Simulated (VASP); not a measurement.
Given:

```
CELL_PARAMETERS angstrom
      0.00000     2.83195     2.83195
      2.83195     0.00000     2.83195
      2.83195     2.83195     0.00000
ATOMIC_POSITIONS crystal
  Ge 0.97352 0.02648 0.02648
  Ge 0.25000 0.25000 0.25000
```

Method: PBEsol GGA, VASP's PBE PAW potentials (set 64) (plane waves; VASP 6.6.1). Numerical set-up: 480 eV cut-off, 10×10×10 Γ-centred mesh, first-order Methfessel-Paxton smearing of 0.10 eV, potentials Ge_d.

Question: Which forces act on the atoms, in eV/Å?

Answer: 
```json
[
 {"atom": "Ge1", "Fx": "-1.594", "Fy": "0.000", "Fz": "0.000"},
 {"atom": "Ge2", "Fx": "1.594", "Fy": "0.000", "Fz": "0.000"}
]
```

Question: Give the stress tensor in GPa (positive for a compressed cell).

Answer: 
```
0.46  0.00  0.00
0.00  1.27  4.71
0.00  4.71  1.27
```
The pressure is its mean diagonal, 1.00 GPa.

The compound is Ge in the diamond structure. This cell was strained or had an atom moved on purpose.
